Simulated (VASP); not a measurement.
An input for Ansatz (written as the equivalent of a VASP run, and not itself run):

Ansatz 0.2 input:
```yaml
crystal:
  lattice:
    - [-1.6894970, 1.6894970, 5.7900490]
    - [1.6894970, -1.6894970, 5.7900490]
    - [1.6894970, 1.6894970, -5.7900490]
  atoms:
    - { symbol: Nb, position: [0.7498800, 0.7498800, 0.0000000] }
    - { symbol: Nb, position: [0.4998800, 0.9998800, 0.5000000] }
    - { symbol: P, position: [0.3327500, 0.3327500, 0.0000000] }
    - { symbol: P, position: [0.0827500, 0.5827500, 0.5000000] }
kpoints:
  mp_grid: { grid: [1, 1, 1] }
hamiltonian:
  xc: lda
  pseudopotentials: { kind: paw }
scf:
  occupations: { method: fermi_dirac, width: 0.136 }
  max_iter: 100
output: { forces: true, stress: true, eigenvalues: true }
```

Question: Write the VASP files for the same calculation (LDA).

Answer: One answer among several that fit: 
File POSCAR:
```
NbP
1.0
 -1.6894970000   1.6894970000   5.7900490000
  1.6894970000  -1.6894970000   5.7900490000
  1.6894970000   1.6894970000  -5.7900490000
Nb P
2 2
Direct
  0.7498800000   0.7498800000   0.0000000000
  0.4998800000   0.9998800000   0.5000000000
  0.3327500000   0.3327500000   0.0000000000
  0.0827500000   0.5827500000   0.5000000000
```

### INCAR
```
ALGO = Normal
EDIFF = 1E-6
ENCUT = 180
ISIF = 2
ISMEAR = -1
LASPH = .True.
LCHARG = .False.
LMAXMIX = 4
LREAL = .False.
LWAVE = .False.
NELM = 100
PREC = Accurate
SIGMA = 0.136
SYSTEM = NbP
```

File KPOINTS:
```
Automatic mesh
0
Gamma
1 1 1
0 0 0
```

POTCAR, in this order: Nb_sv P (LDA.64 set). Program: vasp_std.

What does not carry over: each code has its own PAW files, so the cut-off isn't converted (ENCUT is set for VASP's; basis.ecutwfc is left out, and Ansatz then takes the one that its files recommend); Ansatz stops its SCF on the density residual and VASP on the energy change (EDIFF); Ansatz's lda is the Perdew-Wang form, while the LDA potentials of VASP carry Perdew-Zunger's.

The structure comes from a computed database's NbP entry; how it stands against other phases isn't given here. The cell was not relaxed at this level. The k-mesh is coarse (spacing up to 2.63 per Å, 2π included), so the numbers may not be converged in it. The run is one of a series of settings (ENCUT = 180, KPOINTS 1×1×1 Γ-centred mesh against the base run), some of them coarse on purpose.
